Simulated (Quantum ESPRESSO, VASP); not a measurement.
**HfRu3: energy against volume and a worked fit**

It takes space group Pm-3m (No. 221, cubic). The conventional cell has a = 3.956 Å, b = 3.956 Å, c = 3.956 Å, α = 90.00°, β = 90.00°, γ = 90.00°. Hf (site symmetry m-3m) is surrounded by 12 Ru at 2.80 Å. Around Ru (site symmetry 4/mmm) lie 4 Hf at 2.80 Å and 8 Ru at 2.80 Å.

The cell comes from a database or a generator and needn't be the stable form of this composition.

The cell was scaled at fixed shape and fractions and run with VASP, PBE PAW files Hf_pv, Ru_pv, 520 eV; PBE, k mesh 7 × 7 × 7 on the cell of 4 atoms, fermi-dirac occupations of 0.05 eV, no spin polarisation, no spin-orbit coupling. Energies are those that the program minimises, any entropy of the smearing included. For a metal such a mesh isn't converged to the digits shown.

```csv
V (Å³/atom),energy over the lowest row (meV/atom)
14.5466,33.78
14.8561,?
15.1656,1.10
15.4751,0.00
15.7846,7.65
16.0941,23.11
16.4036,45.57
```

**Question.** Fit the third-order Birch-Murnaghan form, give V0, B0 and B′, and predict the energy left open.

**Answer.** With y = (V0/V)^(2/3), E = E0 + (9 V0 B0/16) [(y - 1)³ B′ + (y - 1)² (6 - 4y)]. Least squares through the rows shown give V0 = 15.3559 Å³/atom, E0 = -0.66 meV, B0 = 234.1 GPa (1 eV/Å³ = 160.218 GPa) and B′ = 4.54, with a largest miss of 0.01 meV. At V = 14.8561 the form with these constants gives 11.97 meV; the run gave 11.97 meV an atom. Other set-ups at this level, from all their volumes (Å³/atom, GPa): Quantum ESPRESSO, SSSP 1.3 efficiency PBE: V0 15.392, B0 233.3.
